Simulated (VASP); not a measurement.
A convergence study with VASP on WSe2 (atoms displaced from the space group 194 structure): a few settings are varied, all else stays as given below, so the limit is that of these other settings. The cell's lengths are 1 % over those of the tabulated start and one atom is moved, so it is off equilibrium.

```
WSe2
1.0
    1.65640    -2.86897     0.00000
    1.65640     2.86897     0.00000
    0.00000     0.00000    13.08960
W Se
2 4
Cartesian
  1.65640   0.95632   3.27240
  1.65640  -0.95632   9.81720
  1.65640   0.95632  11.50576
  1.65640  -0.95632   4.96096
  1.65640  -0.95632   1.58384
  1.71700   0.95632   8.12864
```

These are LDA (Ceperley-Alder, Perdew-Zunger), VASP's LDA PAW potentials (set 64) (plane waves; VASP) values and carry that method's errors. The last row used: LREAL = Auto, 600 eV cut-off, 7×7×2 Γ-centred mesh, Gaussian smearing of 0.050 eV, potentials W_sv Se.

| setting | E (eV/atom) | pressure (GPa) | largest force (eV/Å) | plane waves |
|---|---|---|---|---|
| ENCUT = 300, LREAL = .FALSE., PREC = Normal | -8.0601 | -6.49 | 0.783 | 1489 |
| ENCUT = 400, LREAL = .FALSE., PREC = Normal | -8.0603 | -6.28 | 0.786 | 2310 |
| ENCUT = 500, LREAL = .FALSE., PREC = Normal | -8.0604 | -6.27 | 0.786 | 3198 |
| ENCUT = 600, LREAL = .FALSE., PREC = Normal | -8.0606 | -6.25 | 0.787 | 4205 |
| ENCUT = 300, LREAL = .FALSE., PREC = Accurate | -8.0602 | -6.49 | 0.783 | 1489 |
| ENCUT = 400, LREAL = .FALSE., PREC = Accurate | -8.0603 | -6.28 | 0.786 | 2310 |
| ENCUT = 500, LREAL = .FALSE., PREC = Accurate | -8.0605 | -6.27 | 0.786 | 3198 |
| ENCUT = 600, LREAL = .FALSE., PREC = Accurate | -8.0606 | -6.25 | 0.787 | 4205 |
| ENCUT = 300, LREAL = Auto, PREC = Normal | -8.0600 | -6.50 | 0.784 | 1489 |
| ENCUT = 400, LREAL = Auto, PREC = Normal | -8.0608 | -6.30 | 0.784 | 2310 |
| ENCUT = 500, LREAL = Auto, PREC = Normal | -8.0612 | -6.07 | 0.808 | 3198 |
| ENCUT = 600, LREAL = Auto, PREC = Normal | -8.0609 | -6.14 | 0.783 | 4205 |
| ENCUT = 300, LREAL = Auto, PREC = Accurate | -8.0604 | -6.49 | 0.783 | 1489 |
| ENCUT = 400, LREAL = Auto, PREC = Accurate | -8.0609 | -6.29 | 0.786 | 2310 |
| ENCUT = 500, LREAL = Auto, PREC = Accurate | -8.0608 | -6.25 | 0.787 | 3198 |
| ENCUT = 600, LREAL = Auto, PREC = Accurate | -8.0610 | -6.25 | 0.785 | 4205 |

Left out are rungs that failed or repeat a setting and relaxations that didn't move; long series are thinned to 24 rows.

The compound is WSe2 in the 2H layered structure. The cell was not relaxed at this level, it is distorted from the ideal structure.
